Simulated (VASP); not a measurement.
Molecule: F2, in a box.

```
F
1.0
    11.85123    0.00000    0.00000
     0.00000   12.35123    0.00000
     0.00000    0.00000   12.85123
F
2
Direct
  0.51282 0.55875 0.49122
  0.48681 0.44780 0.50903
```

Base run:

- Program: VASP 6.6.1
- Functional: PBEsol
- Potentials or basis: VASP PAW PBE potentials, release 64 (F)
- Cutoff: 400 eV
- k mesh: 1 × 1 × 1
- Occupations: gaussian, width 0.01 eV
- Spin: no spin polarisation

Its results: gap between the frontier levels 3.36 eV; largest force 0.535 eV/Å.

**Question.** The run is repeated on the same cell with these changes: functional from PBEsol to optB86b-vdW. What comes out?

**Answer.** Gap between the frontier levels 3.45 eV; largest force 0.004 eV/Å.

Caveats: the PAW data sets were made with another functional, which shifts forces and pressure a little.

